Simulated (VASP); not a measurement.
An input for Ansatz (written as the equivalent of a VASP run, and not itself run):

Ansatz 0.2 input:
```yaml
crystal:
  lattice:
    - [0.0000000, 2.5282394, 2.5282394]
    - [2.5282394, 0.0000000, 2.5282394]
    - [2.5282394, 2.5282394, 0.0000000]
  atoms:
    - { symbol: Ca, position: [0.0000000, 0.0000000, 0.0000000] }
    - { symbol: F, position: [0.2500000, 0.2500000, 0.2500000] }
    - { symbol: F, position: [0.7500000, 0.7500000, 0.7500000] }
kpoints:
  mp_grid: { grid: [8, 8, 8] }
hamiltonian:
  xc: pbesol
  pseudopotentials: { kind: paw }
scf:
  occupations: { method: gaussian, width: 0.05 }
  max_iter: 100
relax:
  max_steps: 40
  f_tol: 0.02
  cell: { p_target: 30 }
output: { forces: true, stress: true, eigenvalues: true }
```

Task: Write the VASP files for the same calculation (PBEsol).

Result: This is not unique; one that fits is 
### KPOINTS
```
Automatic mesh
0
Gamma
8 8 8
0 0 0
```

INCAR:
```
ALGO = Normal
EDIFF = 1E-6
EDIFFG = -0.02
ENCUT = 620
GGA = PS
IBRION = 2
ISIF = 3
ISMEAR = 0
LASPH = .True.
LCHARG = .False.
LREAL = .False.
LWAVE = .False.
NELM = 100
NSW = 40
PREC = Accurate
PSTRESS = 300
SIGMA = 0.05
SYSTEM = CaF2
```

POSCAR:
```
CaF2
1
    0.0000000000     2.5282393756     2.5282393756
    2.5282393756    -0.0000000000     2.5282393756
    2.5282393756     2.5282393756     0.0000000000
Ca F
1 2
Direct
  0.0000000000   0.0000000000   0.0000000000
  0.2500000000   0.2500000000   0.2500000000
  0.7500000000   0.7500000000   0.7500000000
```

POTCAR, in this order: Ca_sv F (PBE.64 set). Program: vasp_std.

The two are equivalent in intent, not identical: each code has its own PAW files, so the cut-off isn't converted (ENCUT is set for VASP's; basis.ecutwfc is left out, and Ansatz then takes the one that its files recommend); Ansatz stops its SCF on the density residual and VASP on the energy change (EDIFF).

The compound is CaF2 in the fluorite structure. It was relaxed first under an external pressure of 30 GPa.
